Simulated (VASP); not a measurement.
# BaLiF3 (P4/mmm) in VASP: notebook

The runs below take BaLiF3 through single point, with LDA.

Program: VASP 6.6.1. These are calculated values, not measurements. Logs are shortened: lines on timing, memory, paths and dates and some standing lists are left out, and cuts for length are marked.

## (1) The cell of the first run

The structure is tetragonal, space group P4/mmm (No. 123). The conventional cell has a = 4.387 Å, b = 4.387 Å, c = 3.989 Å, α = 90.00°, β = 90.00°, γ = 90.00°. Ba (site symmetry 4/mmm) has 12 F at 2.96 to 3.10 Å as nearest neighbours. Li (site symmetry 4/mmm) is surrounded by 6 F at 1.99 to 2.19 Å. F (site symmetry mmm) has 2 Li at 2.19 Å as nearest neighbours. F (site symmetry 4/mmm) is surrounded by 2 Li at 1.99 Å.

The cell comes from a database or a generator and needn't be the stable form of this composition.

## (2) Single point, LDA (strain +0.1000 x Voigt [1, 1, 0, 0, 0, 0], atoms carried along)

File INCAR:

```
SYSTEM = BaLiF3
ALGO = Fast
EDIFF = 1E-6
ENCUT = 520
GGA = CA
ISIF = 2
ISMEAR = 0
LASPH = .True.
LCHARG = .False.
LREAL = .False.
LWAVE = .False.
NBANDS = 25
NELM = 100
PREC = Accurate
SIGMA = 0.05
```

File KPOINTS:

```
k-points
0
Gamma
  6 6 6
  0 0 0
```

File POSCAR:

```
BaLiF3
1.0
    4.3874398040      0.0000000000      0.0000000000
    0.0000000000      4.3874398040      0.0000000000
    0.0000000000      0.0000000000      3.9885816400
Ba Li F
1 1 3
Direct
    0.0000000000      0.0000000000      0.0000000000
    0.5000000000      0.5000000000      0.5000000000
    0.0000000000      0.5000000000      0.5000000000
    0.5000000000      0.5000000000      0.0000000000
    0.5000000000      0.0000000000      0.5000000000
```

Potentials or basis: VASP PAW LDA potentials, release 64 (Ba_sv, Li_sv, F).

Run with:

```console
cat potpaw_LDA.64/Ba_sv/POTCAR potpaw_LDA.64/Li_sv/POTCAR potpaw_LDA.64/F/POTCAR > POTCAR
mpirun -np 1 vasp_std > vasp.out
```

OUTCAR:

```text
SYSTEM = BaLiF3
   EDIFF = 1E-6
   ENCUT = 520
   GGA = CA
   ISIF = 2
   ISMEAR = 0
   LASPH = .True.
   LREAL = .False.
   NELM = 100
   PREC = Accurate

 ion  position               nearest neighbor table
   1  0.000  0.000  0.000-   3 2.96   5 2.96   3 2.96   5 2.96   3 2.96   3 2.96   5 2.96   5 2.96
                             4 3.10   4 3.10   4 3.10   4 3.10
   2  0.500  0.500  0.500-   4 1.99   4 1.99   5 2.19   3 2.19   5 2.19   3 2.19
   3  0.000  0.500  0.500-   2 2.19   2 2.19   1 2.96   1 2.96   1 2.96   1 2.96
   4  0.500  0.500  0.000-   2 1.99   2 1.99   1 3.10   1 3.10   1 3.10   1 3.10
   5  0.500  0.000  0.500-   2 2.19   2 2.19   1 2.96   1 2.96   1 2.96   1 2.96

  LATTYP: Found a simple tetragonal cell.
 ALAT       =     4.3874398040
 C/A-ratio  =     0.9090909091

  Lattice vectors:

 A1 = (   4.3874398040,   0.0000000000,   0.0000000000)
 A2 = (   0.0000000000,   4.3874398040,   0.0000000000)
 A3 = (   0.0000000000,   0.0000000000,   3.9885816400)

Analysis of symmetry for initial positions (statically):
=====================================================================
 Subroutine PRICEL returns:
 Original cell was already a primitive cell.

 Routine SETGRP: Setting up the symmetry group for a
 simple tetragonal supercell.

 Subroutine GETGRP returns: Found 16 space group operations
 (whereof 16 operations were pure point group operations)
 out of a pool of 16 trial point group operations.

The static configuration has the point symmetry D_4h.

Analysis of symmetry for dynamics (positions and initial velocities):
=====================================================================
 Subroutine PRICEL returns:
 Original cell was already a primitive cell.

 Routine SETGRP: Setting up the symmetry group for a
 simple tetragonal supercell.

 Subroutine GETGRP returns: Found 16 space group operations
 (whereof 16 operations were pure point group operations)
 out of a pool of 16 trial point group operations.

The dynamic configuration has the point symmetry D_4h.

 Subroutine INISYM returns: Found 16 space group operations
 (whereof 16 operations are pure point group operations),
 and found     1 'primitive' translations

----------------------------------------------------------------------------------------

                                     Primitive cell

[... 97 lines left out ...]
   LREAL  =      F    real-space projection
   EDIFFG = 0.1E-04   stopping-criterion for IOM
   NSW    =      0    number of steps for IOM
   IBRION =     -1    ionic relax: 0-MD 1-quasi-New 2-CG
   NFREE  =      0    steps in history (QN), initial steepest desc. (CG)
   ISIF   =      2    stress and relaxation
   ISYM   =      2    0-nonsym 1-usesym 2-fastsym
   POTIM  = 0.5000    time-step for ionic-motion
   TEBEG  =    0.0;   TEEND  =   0.0 temperature during run
   PSTRESS=    0.0 pullay stress
   NELECT =      34.0000    total number of electrons
   NUPDOWN=      -1.0000    fix difference up-down
   EMIN   =  10.00;   EMAX   =-10.00  energy-range for DOS
   EFERMI =   0.00;   METHOD = LEGACY
   ISMEAR =     0;   SIGMA  =   0.05  broadening in eV -4-tet -1-fermi 0-gaus
   EFERMI_NEDOS =   21; number of points for ismear=-14 and -15
   IALGO  =     68    algorithm
   IMIX   =      4    mixing-type and parameters
     AMIX     =   0.40;   BMIX     =  1.00
     AMIX_MAG =   1.60;   BMIX_MAG =  1.00
  volume/ion in A,a.u.               =      15.36       103.63
  Fermi-wavevector in a.u.,A,eV,Ry     =   1.247826  2.358050 21.185236  1.557071
  Thomas-Fermi vector in A             =   2.381941
   LORBIT       =      0    0 simple, 1 ext, 2 COOP (PROOUT), +10 PAW based schemes
   GGA     = CA    functional components
   LHFCALC =     F    Hartree Fock is set to
   AEXX    =    0.0000 exact exchange contribution
   IVDW    =     0    specifies the selected vdW correction
   LEPSILON=     F    determine dielectric tensor
   LRPA    =     F    only Hartree local field effects (RPA)
 non-spin polarized calculation
 RMM-DIIS sequential band-by-band and
 Gauss-broadening in eV      SIGMA  =   0.05
  energy-cutoff  :      520.00
  volume of cell :       76.78
 maximum number of plane-waves:      2092
 NGX is ok and might be reduce to    36
   NGX = 17   NGY = 17   NGZ = 15

 number of electron      33.9999929 magnetization

 Free energy of the ion-electron system (eV)
  ---------------------------------------------------
  ext. energy  EPLUGINS =         0.00000000
  ---------------------------------------------------
  free energy    TOTEN  =       -28.36122442 eV

  energy without entropy =      -28.36122442  energy(sigma->0) =      -28.36122442

 E-fermi :  -1.3964     XC(G=0):  -9.8001

 val. band max:       -1.6869142483   @ k =   0.5000   0.5000   0.5000
 cond. band min:       3.8443635875   @ k =   0.0000   0.0000   0.0000
 fundamental gap:      5.5312778358
 Fermi energy:        -1.3964142056

 k-point     1 :       0.0000    0.0000    0.0000
  band No.  band energies     occupation
      1     -41.8134      2.00000
      2     -25.8781      2.00000
      3     -20.7118      2.00000
      4     -20.4729      2.00000
      5     -20.1945      2.00000
      6     -10.9357      2.00000
[... 661 lines left out ...]
     24       9.4757      0.00000
     25      11.8803      0.00000

 [... further k-points ...]

------------------------ aborting loop because EDIFF is reached ----------------------------------------

  FORCE on cell =-STRESS in cart. coord.  units (eV):
  Direction    XX          YY          ZZ          XY          YZ          ZX
  --------------------------------------------------------------------------------------
  -------------------------------------------------------------------------------------
  Total       -6.7324180     -6.7324180     -4.6804065      0.0000000      0.0000000      0.0000000
  in kB     -140.4885165   -140.4885165    -97.6682335      0.0000000      0.0000000      0.0000000
  external PRESSURE =    -126.2150889 kB  Pullay stress =       0.0000000 kB

 VOLUME and BASIS-vectors are now :
 -----------------------------------------------------------------------------
  energy-cutoff  :      520.00
  volume of cell :       76.78
      direct lattice vectors                 reciprocal lattice vectors
     4.387439804  0.000000000  0.000000000     0.227923355  0.000000000  0.000000000
     0.000000000  4.387439804  0.000000000     0.000000000  0.227923355  0.000000000
     0.000000000  0.000000000  3.988581640     0.000000000  0.000000000  0.250715691

 POSITION                                       TOTAL-FORCE (eV/Angst)
 -----------------------------------------------------------------------------------
      0.00000      0.00000      0.00000         0.000000      0.000000      0.000000
      2.19372      2.19372      1.99429         0.000000      0.000000      0.000000
      0.00000      2.19372      1.99429         0.000000      0.000000      0.000000
      2.19372      2.19372      0.00000         0.000000      0.000000      0.000000
      2.19372      0.00000      1.99429         0.000000      0.000000      0.000000
 -----------------------------------------------------------------------------------
    total drift:                                0.000000      0.000000      0.000000

  FREE ENERGIE OF THE ION-ELECTRON SYSTEM (eV)
  ---------------------------------------------------
  free  energy   TOTEN  =       -28.3612244207 eV

  energy  without entropy=      -28.3612244207  energy(sigma->0) =      -28.36122442
```

OSZICAR:

```text
N       E                     dE             d eps       ncg     rms          rms(c)
DAV:   1     0.216252219997E+03    0.21625E+03   -0.18107E+04  2000   0.135E+03
DAV:   2    -0.161347648729E+02   -0.23239E+03   -0.22260E+03  2421   0.305E+02
DAV:   3    -0.296506287548E+02   -0.13516E+02   -0.13454E+02  2942   0.694E+01
[... 23 lines left out ...]
RMM:  27    -0.283612202086E+02   -0.15115E-05   -0.15911E-05  1887   0.964E-03    0.117E-03
RMM:  28    -0.283612214023E+02   -0.11937E-05   -0.12340E-05  1732   0.885E-03    0.730E-04
RMM:  29    -0.283612225787E+02   -0.11764E-05   -0.12440E-05  1762   0.858E-03    0.547E-04
RMM:  30    -0.283612235428E+02   -0.96405E-06   -0.10073E-05  1711   0.799E-03    0.100E-03
RMM:  31    -0.283612244207E+02   -0.87792E-06   -0.96713E-06  1663   0.751E-03
   1 F= -.28361224E+02 E0= -.28361224E+02  d E =-.785231E-18
```

Wall time 95 s (1 thread of AMD EPYC 9R45 (Zen 5), shared host); peak memory 0.18 GiB.

What came out:

- Free energy: -28.3612 eV
- Band gap on the k mesh: 5.53 eV, indirect (least direct gap 5.55 eV)

Levels at points of the mesh, in eV from the valence-band top:
```
           k point  band 13  band 14  band 15  band 16  band 17  band 18  band 19  band 20  band 21  band 22
(0.00, 0.00, 0.00)    -0.70    -0.70    -0.16    -0.02    -0.02     5.53     6.31     6.39     8.42     8.94
(0.50, 0.00, 0.00)    -0.85    -0.84    -0.75    -0.46    -0.14     6.50     7.32     8.94     9.17     9.64
(0.50, 0.50, 0.00)    -1.07    -0.55    -0.55    -0.52    -0.37     7.21     7.63     9.68     9.68    10.40
(0.00, 0.00, 0.50)    -0.83    -0.61    -0.61    -0.54    -0.54     7.62     7.74     8.91     9.10     9.10
(0.50, 0.00, 0.50)    -0.81    -0.79    -0.73    -0.15    -0.03     7.48     8.33     9.07     9.08    10.57
(0.50, 0.50, 0.50)    -0.46    -0.35    -0.08     0.00     0.00     6.89     6.89     7.10     9.97    10.50
```

Caveat: the cutoff is under 1.25 times the usual one of these potentials, so pressure, stress and relaxed cells hold a basis-set (Pulay) error; spin-orbit coupling is left out, which moves the levels of the heavy elements. A k mesh can miss the band edges.

(Continued in part 2 of 2.)
